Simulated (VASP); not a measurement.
An input for Ansatz (written as the equivalent of a VASP run, and not itself run):

Ansatz 0.2 input:
```yaml
crystal:
  lattice:
    - [0.0000000, 2.6987958, 2.6987958]
    - [2.6987958, 0.0000000, 2.6987958]
    - [2.6987958, 2.6987958, 0.0000000]
  atoms:
    - { symbol: Ce, position: [0.0000000, 0.0000000, 0.0000000] }
    - { symbol: O, position: [0.2500000, 0.2500000, 0.2500000] }
    - { symbol: O, position: [0.7500000, 0.7500000, 0.7500000] }
kpoints:
  mp_grid: { grid: [7, 7, 7] }
hamiltonian:
  xc: r2scan
  pseudopotentials: { kind: paw }
scf:
  occupations: { method: gaussian, width: 0.05 }
  max_iter: 100
relax:
  max_steps: 60
  f_tol: 0.02
  cell: {}
output: { forces: true, stress: true, eigenvalues: true }
```

Q: Write the VASP files for the same calculation (r2SCAN).

A: One answer among several that fit: 
KPOINTS:
```
Automatic mesh
0
Gamma
7 7 7
0 0 0
```

INCAR:
```
LCHARG  =  F
IBRION  =  2   ! conjugate gradients
ENCUT  =  530
ISIF  =  3
ALGO  =  Normal   ! blocked Davidson
LMAXMIX  =  6   ! l cut-off of mixed one-centre charges
ISMEAR  =  0   ! Gaussian
METAGGA  =  R2SCAN
EDIFFG  =  -0.02   ! ionic stop
LWAVE  =  F
NELM  =  100   ! most electronic steps
NSW  =  60
LMIXTAU  =  T
SIGMA  =  0.05   ! width (eV)
SYSTEM  =  CeO2
LASPH  =  T
LREAL  =  F   ! projection in real space or not
EDIFF  =  1E-6   ! SCF stop (eV)
PREC  =  Accurate
```

**POSCAR**
```
CeO2
1.0
  0.0000000000   2.6987957888   2.6987957888
  2.6987957888   0.0000000000   2.6987957888
  2.6987957888   2.6987957888   0.0000000000
Ce O
1 2
Cartesian
  0.0000000000   0.0000000000   0.0000000000
  1.3493978944   1.3493978944   1.3493978944
  4.0481936832   4.0481936832   4.0481936832
```

POTCAR, in this order: Ce O (PBE.64 set). Program: vasp_std.

The two are equivalent in intent, not identical: each code has its own PAW files, so the cut-off isn't converted (ENCUT is set for VASP's; basis.ecutwfc is left out, and Ansatz then takes the one that its files recommend); Ansatz stops its SCF on the density residual and VASP on the energy change (EDIFF).

The compound is CeO2 in the fluorite structure. This run relaxes it. Symmetry was kept, so distortions that lower it aren't found. The start is the result of an earlier pass.
